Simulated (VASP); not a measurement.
Level of theory: PBE GGA with D4 dispersion, VASP's PBE PAW potentials (set 64) (plane waves; VASP).

Input for VASP

File KPOINTS:
```
k-points along high-symmetry lines
15
Line-mode
Reciprocal
  0.000000   0.000000   0.000000 ! GAMMA
 -0.500000  -0.500000   0.000000 ! X

 -0.500000  -0.500000   0.000000 ! X
 -0.375000  -0.375000   0.250000 ! U

 -0.375000  -0.000000   0.375000 ! K
  0.000000   0.000000   0.000000 ! GAMMA

  0.000000   0.000000   0.000000 ! GAMMA
 -0.000000  -0.000000   0.500000 ! L

 -0.000000  -0.000000   0.500000 ! L
 -0.500000  -0.250000   0.250000 ! W

 -0.500000  -0.250000   0.250000 ! W
 -0.500000  -0.500000   0.000000 ! X
```

**POSCAR**
```
InP
1
    0.0000000000     2.9447721827     2.9447721827
    2.9447721827     0.0000000000     2.9447721827
    2.9447721827     2.9447721827    -0.0000000000
In P
1 1
Direct
  0.0000000000   0.0000000000   0.0000000000
  0.2500000000   0.2500000000   0.2500000000
```

INCAR:
```
LCHARG = .FALSE.
ISMEAR = 0   # Gaussian
EDIFF = 1E-7   # SCF stop (eV)
LASPH = .TRUE.   # aspherical one-centre terms
IVDW = 13   # D4
ALGO = Normal   # blocked Davidson
SIGMA = 0.05   # width (eV)
NELM = 100
SYSTEM = InP
LORBIT = 11
ICHARG = 11
LREAL = .FALSE.   # projection in real space or not
GGA = PE   # PBE
ENCUT = 520   # plane-wave cut-off (eV)
LWAVE = .FALSE.
LMAXMIX = 4   # l cut-off of mixed one-centre charges
PREC = Accurate
```

POTCAR, in this order: In_d P (PBE.64 set). Program: vasp_std. Read from the step before: CHGCAR.

The run wrote:

File OUTCAR:
```
 ion  position               nearest neighbor table
   1  0.000  0.000  0.000-   2 2.55   2 2.55   2 2.55   2 2.55
   2  0.250  0.250  0.250-   1 2.55   1 2.55   1 2.55   1 2.55
  LATTYP: Found a face centered cubic cell.
 ALAT       =     5.8895443654
 Subroutine PRICEL returns:
 Original cell was already a primitive cell.
 Subroutine GETGRP returns: Found 24 space group operations
The static configuration has the point symmetry T_d .
The dynamic configuration has the point symmetry T_d .
 Subroutine INISYM returns: Found 24 space group operations
   k-points           NKPTS =     90   k-points in BZ     NKDIM =     90   number of bands    NBANDS=     13
   number of dos      NEDOS =    301   number of ions     NIONS =      2
   total plane-waves  NPLWV =  32768
   dimension x,y,z NGX =    32 NGY =   32 NGZ =   32
   dimension x,y,z NGXF=    64 NGYF=   64 NGZF=   64
   ions per type =               1   1
   PREC   = accura    normal or accurate (medium, high low for compatibility)
   ISTART =      0    job   : 0-new  1-cont  2-samecut
   ICHARG =     11    charge: 1-file 2-atom 10-const
   ISPIN  =      1    spin polarized calculation?
   LNONCOLLINEAR =      F non collinear calculations
   LSORBIT =      F    spin-orbit coupling
   INIWAV =      1    electr: 0-lowe 1-rand  2-diag
   ENCUT  =  520.0 eV  38.22 Ry    6.18 a.u.   7.74  7.74  7.74*2*pi/ulx,y,z
...
```

File OSZICAR:
```
       N       E                     dE             d eps       ncg     rms          rms(c)
DAV:   1     0.113504002953E+03    0.11350E+03   -0.86771E+03  2345   0.155E+03
DAV:   2     0.112167599032E+01   -0.11238E+03   -0.10916E+03  2470   0.333E+02
DAV:   3    -0.694358052650E+01   -0.80653E+01   -0.79529E+01  3063   0.906E+01
DAV:   4    -0.716901727851E+01   -0.22544E+00   -0.22528E+00  2800   0.167E+01
DAV:   5    -0.717935481157E+01   -0.10338E-01   -0.10337E-01  3517   0.309E+00
DAV:   6    -0.717957782604E+01   -0.22301E-03   -0.22301E-03  2966   0.396E-01
DAV:   7    -0.717958441093E+01   -0.65849E-05   -0.65849E-05  3482   0.717E-02
DAV:   8    -0.717958450210E+01   -0.91174E-07   -0.91124E-07  2912   0.839E-03
   1 F= -.78433261E+01 E0= -.78433261E+01  d E =-.131405E-11
```

OUTCAR:
```
 val. band max:        5.0302986617   @ k =   0.0000   0.0000   0.0000

 cond. band min:       5.6630512032   @ k =   0.0000   0.0000   0.0000



 k-point     1 :       0.0000    0.0000    0.0000
  band No.  band energies     occupation
      1      -9.1266      2.00000
      2      -9.1266      2.00000
      3      -9.1266      2.00000
      4      -8.9816      2.00000
      5      -8.9816      2.00000
      6      -6.3880      2.00000
      7       5.0303      2.00000
      8       5.0303      2.00000
      9       5.0303      2.00000
     10       5.6631      0.00000
     11       9.1230      0.00000
     12       9.1230      0.00000
     13       9.1230      0.00000

 k-point     2 :      -0.0357   -0.0357    0.0000
  band No.  band energies     occupation
      1      -9.1293      2.00000
      2      -9.1254      2.00000
      3      -9.1254      2.00000
      4      -8.9821      2.00000
      5      -8.9812      2.00000
      6      -6.3688      2.00000
      7       4.7294      2.00000
      8       4.9813      2.00000
      9       4.9813      2.00000
     10       5.9619      0.00000
     11       9.0569      0.00000
     12       9.1893      0.00000
     13       9.1893      0.00000

 k-point     3 :      -0.0714   -0.0714    0.0000
  band No.  band energies     occupation
      1      -9.1374      2.00000
      2      -9.1219      2.00000
      3      -9.1219      2.00000
      4      -8.9835      2.00000
      5      -8.9800      2.00000
      6      -6.3114      2.00000
      7       4.2420      2.00000
      8       4.8446      2.00000
      9       4.8446      2.00000
     10       6.4397      0.00000
     11       8.8781      0.00000
     12       9.3785      0.00000
     13       9.3785      0.00000

 k-point     4 :      -0.1071   -0.1071    0.0000
  band No.  band energies     occupation
      1      -9.1499      2.00000
      2      -9.1162      2.00000
      3      -9.1162      2.00000
      4      -8.9858      2.00000
...
```

The density is held fixed in this step, so its total energy and stress have no physical meaning. Unless said otherwise, spin-orbit coupling is left out, though it shifts the bands of the heavy elements here.

The compound is InP in the zinc blende structure. It was relaxed first.
